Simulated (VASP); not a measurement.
```
Pd
1.0
    0.00000     1.90929     1.90929
    1.90929     0.00000     1.90929
    1.90929     1.90929     0.00000
Pd
1
Cartesian
  0.00000   0.00000   0.00000
```

Calculation: PBEsol GGA, VASP's PBE PAW potentials (set 64) (plane waves; VASP). Numerical set-up: 500 eV cut-off, 16×16×16 Γ-centred mesh, first-order Methfessel-Paxton smearing of 0.10 eV, potentials Pd.

Energy and stress use the plane-wave basis of the starting cell.

Q: The ions, cell shape and volume at an external pressure of 20.0 GPa are relaxed. Give the cell that the relaxation ends in.

A: 
```
Pd
1.0
    0.00000     1.88669     1.88669
    1.88669     0.00000     1.88669
    1.88669     1.88669     0.00000
Pd
1
Direct
  0.00000   0.00000   0.00000
```
Space group Fm-3m (225), at a tolerance of 0.03 Å.

Q: How do energy and volume change from the first to the last step?

A: The energy (σ→0) changes by +45.0 meV/atom and the volume by -3.5 %, in 4 ionic steps.

| step | E(σ→0) (eV) | max force (eV/Å) | pressure (GPa) | volume (Å³) |
|---|---|---|---|---|
| 1 | -5.9412 | 0.000 | 9.94 | 13.92 |
| 2 | -5.6244 | 0.000 | 55.90 | 12.23 |
| 3 | -5.8978 | 0.000 | 19.64 | 13.45 |
| 4 | -5.8961 | 0.000 | 19.98 | 13.43 |

The compound is Pd in the fcc structure. This run relaxes it under an external pressure of 20 GPa. Symmetry was kept, so distortions that lower it aren't found.
